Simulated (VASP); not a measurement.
These are PBEsol GGA, VASP's PBE PAW potentials (set 64) (plane waves; VASP) values and carry that method's errors.

A VASP calculation is set up with these files.

POSCAR:
```
Eu
1.0
 -2.1480939560   2.1480939560   2.1480939560
  2.1480939560  -2.1480939560   2.1480939560
  2.1480939560   2.1480939560  -2.1480939560
Eu
1
Cart
  0.0000000000   0.0000000000   0.0000000000
```

### INCAR
```
ALGO = Normal
EDIFF = 1E-8
EDIFFG = -0.001
ENCUT = 400
GGA = PS
IBRION = 1
ISIF = 2
ISMEAR = 1
LASPH = .TRUE.
LCHARG = .FALSE.
LMAXMIX = 6
LREAL = .FALSE.
LWAVE = .FALSE.
NELM = 100
NSW = 30
PREC = Accurate
SIGMA = 0.1
SYSTEM = Eu
```

### KPOINTS
```
Automatic mesh
0
Gamma
11 11 11
0 0 0
```

POTCAR, in this order: Eu_2 (PBE.64 set). Program: vasp_std.

The 4f electrons are frozen in the core of the lanthanide potential, so 4f levels, which can set the real gap, and their magnetism are missing.

Problem. What does the run give for the energy per atom (σ→0), band gap (on the k-mesh)?

Solution. 
```yaml
energy per atom (σ→0): -2.166 eV/atom
band gap (on the k-mesh): none (metal, semimetal or under 0.01 eV)
```

**OSZICAR**
```
...
DAV:   7    -0.216587798816E+01   -0.89369E-02   -0.26168E-03  1240   0.629E-01    0.562E-02
DAV:   8    -0.216585178625E+01    0.26202E-04   -0.10045E-04  1520   0.902E-02    0.181E-02
DAV:   9    -0.216585169133E+01    0.94919E-07   -0.76930E-06  1504   0.264E-02    0.565E-03
DAV:  10    -0.216585123225E+01    0.45908E-06   -0.88153E-07  1368   0.713E-03    0.140E-03
DAV:  11    -0.216585128256E+01   -0.50308E-07   -0.28065E-08  1248   0.148E-03    0.320E-04
DAV:  12    -0.216585133597E+01   -0.53412E-07   -0.45530E-09   672   0.583E-04    0.167E-04
DAV:  13    -0.216585132940E+01    0.65662E-08   -0.57814E-10   576   0.319E-04
   1 F= -.21658513E+01 E0= -.21661060E+01  d E =-.216585E+01
```

The compound is Eu in the bcc structure. It was relaxed first, which changed the volume by -17 %. The start is the result of an earlier pass.
